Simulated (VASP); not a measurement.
# SO₂F₂: harmonic vibrations of a molecule

SO₂F₂, molecule in box, 5 atoms in the cell. PBE, harmonic vibrations; PAW potentials O, S, F (PBE set).

## Input

INCAR.step1:
```
ALGO = Normal
EDIFF = 1E-8
EDIFFG = -0.002
ENCUT = 400
IBRION = 2
ISIF = 2
ISMEAR = 0
ISYM = 0
LASPH = True
LCHARG = False
LREAL = False
LWAVE = False
NELM = 100
NSW = 60
POTIM = 0.5
PREC = Accurate
SIGMA = 0.01
```

INCAR.step2, as INCAR.step1 but for:
```
- EDIFFG = -0.002
- IBRION = 2
- ISIF = 2
- NSW = 60
- POTIM = 0.5
+ IBRION = 5
+ NFREE = 2
+ NSW = 1
+ POTIM = 0.015
```

KPOINTS:
```
k-points
0
Gamma
  1 1 1
```

POSCAR.step1:
```
SO2F2
1.0
   12.0000000000      0.0000000000      0.0000000000
    0.0000000000     12.0000000000      0.0000000000
    0.0000000000      0.0000000000     12.0000000000
O S F
2 1 2
Direct
    0.4692041700      0.4676750000      0.5969625000
    0.5956875000      0.4084166700      0.4435958300
    0.5074625000      0.4721916700      0.4864791700
    0.4064791700      0.4579666700      0.4087041700
    0.5289375000      0.5950833300      0.4567041700
```

Commands (each step's output is kept before the next begins):
```
cat potpaw_PBE.64/O/POTCAR potpaw_PBE.64/S/POTCAR potpaw_PBE.64/F/POTCAR > POTCAR
cp INCAR.step1 INCAR
cp POSCAR.step1 POSCAR
mpirun -np 4 vasp_gam > vasp.out
cp CONTCAR POSCAR
cp INCAR.step2 INCAR
mpirun -np 4 vasp_gam > vasp.out
```

## Result

- Vibrations (cm⁻¹; a negative value is imaginary): 1409, 1182, 796, 758, 508, 497, 492, 351, 350
- Zero-point energy (eV): 0.393
- Translations and rotations, which should read zero (cm⁻¹): -26, -19, -13, 1, 6, 11
- Vibrational entropy at 298 K (meV/K): 0.209
- Displaced cells: 30
- Ionic steps, all stages: 41
- Electronic steps, all stages: 842

VASP 6.6.1 took 899 s on 4 cores (Intel Xeon Platinum 8259CL @ 2.50GHz (Skylake/Cascade Lake)), a shared host.
